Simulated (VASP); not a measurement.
Output of a VASP run:

**OUTCAR**
```
 ion  position               nearest neighbor table
   1  0.000  0.000  0.000-
  LATTYP: Found a face centered cubic cell.
 ALAT       =     3.9678000000
 Subroutine PRICEL returns:
 Original cell was already a primitive cell.
 Subroutine GETGRP returns: Found 48 space group operations
The static configuration has the point symmetry O_h .
The dynamic configuration has the point symmetry O_h .
 Subroutine INISYM returns: Found 48 space group operations
 Subroutine IBZKPT returns following result:
 Found     72 irreducible k-points:

 Following reciprocal coordinates:
            Coordinates               Weight
  0.000000  0.000000  0.000000      1.000000
  0.083333  0.000000  0.000000      8.000000
  0.166667  0.000000  0.000000      8.000000
  0.250000  0.000000  0.000000      8.000000
  0.333333  0.000000  0.000000      8.000000
  0.416667  0.000000  0.000000      8.000000
  0.500000  0.000000  0.000000      4.000000
  0.083333  0.083333  0.000000      6.000000
  0.166667  0.083333  0.000000     24.000000
  0.250000  0.083333  0.000000     24.000000
  0.333333  0.083333  0.000000     24.000000
  0.416667  0.083333  0.000000     24.000000
  0.500000  0.083333  0.000000     24.000000
 -0.416667  0.083333  0.000000     24.000000
 -0.333333  0.083333  0.000000     24.000000
 -0.250000  0.083333  0.000000     24.000000
 -0.166667  0.083333  0.000000     24.000000
 -0.083333  0.083333  0.000000     12.000000
  0.166667  0.166667  0.000000      6.000000
  0.250000  0.166667  0.000000     24.000000
  0.333333  0.166667  0.000000     24.000000
  0.416667  0.166667  0.000000     24.000000
  0.500000  0.166667  0.000000     24.000000
 -0.416667  0.166667  0.000000     24.000000
 -0.333333  0.166667  0.000000     24.000000
 -0.250000  0.166667  0.000000     24.000000
 -0.166667  0.166667  0.000000     12.000000
  0.250000  0.250000  0.000000      6.000000
  0.333333  0.250000  0.000000     24.000000
  0.416667  0.250000  0.000000     24.000000
  0.500000  0.250000  0.000000     24.000000
 -0.416667  0.250000  0.000000     24.000000
 -0.333333  0.250000  0.000000     24.000000
 -0.250000  0.250000  0.000000     12.000000
  0.333333  0.333333  0.000000      6.000000
  0.416667  0.333333  0.000000     24.000000
  0.500000  0.333333  0.000000     24.000000
 -0.416667  0.333333  0.000000     24.000000
 -0.333333  0.333333  0.000000     12.000000
  0.416667  0.416667  0.000000      6.000000
   k-points           NKPTS =     72   k-points in BZ     NKDIM =     72   number of bands    NBANDS=      9
   number of dos      NEDOS =    301   number of ions     NIONS =      1
   total plane-waves  NPLWV =   5832
   dimension x,y,z NGX =    18 NGY =   18 NGZ =   18
   dimension x,y,z NGXF=    36 NGYF=   36 NGZF=   36
   ions per type =               1
   PREC   = accura    normal or accurate (medium, high low for compatibility)
   ISTART =      0    job   : 0-new  1-cont  2-samecut
   ICHARG =      2    charge: 1-file 2-atom 10-const
   ISPIN  =      1    spin polarized calculation?
   LNONCOLLINEAR =      F non collinear calculations
   LSORBIT =      F    spin-orbit coupling
   INIWAV =      1    electr: 0-lowe 1-rand  2-diag
   ENCUT  =  400.0 eV  29.40 Ry    5.42 a.u.   4.58  4.58  4.58*2*pi/ulx,y,z
   NELM   =    100;   NELMIN=  2; NELMDL= -5     # of ELM steps
   EDIFF  = 0.1E-05   stopping-criterion for ELM
   LREAL  =      F    real-space projection
   NLSPLINE    = F    spline interpolate recip. space projectors
   LMAXMIX     =    4 max onsite mixed and CHGCAR
   VOSKOWN=      0    Vosko Wilk Nusair interpolation
   EDIFFG = 0.1E-04   stopping-criterion for IOM
   NSW    =      0    number of steps for IOM
   NBLOCK =      1;   KBLOCK =      1    inner block; outer block
   IBRION =     -1    ionic relax: 0-MD 1-quasi-New 2-CG
   NFREE  =      0    steps in history (QN), initial steepest desc. (CG)
...
```

**OSZICAR**
```
       N       E                     dE             d eps       ncg     rms          rms(c)
DAV:   1     0.304359473544E+02    0.30436E+02   -0.44796E+03  1328   0.818E+02
DAV:   2    -0.519035330765E+01   -0.35626E+02   -0.34636E+02  1395   0.169E+02
DAV:   3    -0.548598058712E+01   -0.29563E+00   -0.29462E+00  1503   0.174E+01
DAV:   4    -0.548745476442E+01   -0.14742E-02   -0.14741E-02  1507   0.117E+00
DAV:   5    -0.548747256636E+01   -0.17802E-04   -0.17802E-04  1485   0.107E-01    0.657E+00
DAV:   6    -0.522741356290E+01    0.26006E+00   -0.12726E+00  1319   0.104E+01    0.320E+00
DAV:   7    -0.521915546999E+01    0.82581E-02   -0.52573E-03  1391   0.668E-01    0.174E+00
DAV:   8    -0.521592753733E+01    0.32279E-02   -0.98187E-04  1359   0.247E-01    0.433E-02
DAV:   9    -0.521593127830E+01   -0.37410E-05   -0.80680E-06  1628   0.315E-02    0.117E-02
DAV:  10    -0.521593487504E+01   -0.35967E-05   -0.15560E-06  1430   0.135E-02    0.260E-03
DAV:  11    -0.521593474206E+01    0.13298E-06   -0.40005E-08   671   0.185E-03
   1 F= -.52159347E+01 E0= -.52153489E+01  d E =-.175752E-02
```

OUTCAR:
```
------------------------ aborting loop because EDIFF is reached ----------------------------------------
  FORCE on cell =-STRESS in cart. coord.  units (eV):
  Direction    XX          YY          ZZ          XY          YZ          ZX
  --------------------------------------------------------------------------------------
  Total       -0.3831651     -0.3831651     -0.3831651      0.0000000      0.0000000     -0.0000000
  in kB      -39.3103775    -39.3103775    -39.3103775      0.0000000      0.0000000     -0.0000000
  external PRESSURE =     -39.3103775 kB  Pullay stress =       0.0000000 kB
  volume of cell :       15.62
      direct lattice vectors                 reciprocal lattice vectors
     0.000000000  1.983900000  1.983900000    -0.252028832  0.252028832  0.252028832
     1.983900000  0.000000000  1.983900000     0.252028832 -0.252028832  0.252028832
     1.983900000  1.983900000  0.000000000     0.252028832  0.252028832 -0.252028832
 POSITION                                       TOTAL-FORCE (eV/Angst)
 -----------------------------------------------------------------------------------
      0.00000      0.00000      0.00000         0.000000      0.000000      0.000000
 -----------------------------------------------------------------------------------
    total drift:                                0.000000     -0.000000     -0.000000
  FREE ENERGIE OF THE ION-ELECTRON SYSTEM (eV)
  ---------------------------------------------------
  free  energy   TOTEN  =        -5.2159347421 eV

  energy  without entropy=       -5.2141772173  energy(sigma->0) =       -5.21534890
```
(Selected blocks of OUTCAR.)

POSCAR:
```
Pd
1
    0.0000000000     1.9839000000     1.9839000000
    1.9839000000     0.0000000000     1.9839000000
    1.9839000000     1.9839000000     0.0000000000
Pd
1
Direct
  0.0000000000   0.0000000000   0.0000000000
```

Task: Write an INCAR and KPOINTS that could have produced this output.

Result: This is not unique; one that fits is the input of the run itself, PBE GGA, plane waves, VASP's PBE PAW potentials (set 64).

KPOINTS:
```
K-points
0
G
12 12 12
0 0 0
```

### INCAR
```
SYSTEM=Pd
PREC=Accurate; ENCUT=400; LREAL=.False.
LASPH=.True.
EDIFF=1E-6; NELM=100; ALGO=Normal
LMAXMIX=4
ISMEAR=1; SIGMA=0.1
GGA=PE
ISIF=2
LWAVE=.False.; LCHARG=.False.
```

POTCAR, in this order: Pd (PBE.64 set). Program: vasp_std.

The compound is Pd in the fcc structure. The cell was not relaxed at this level.
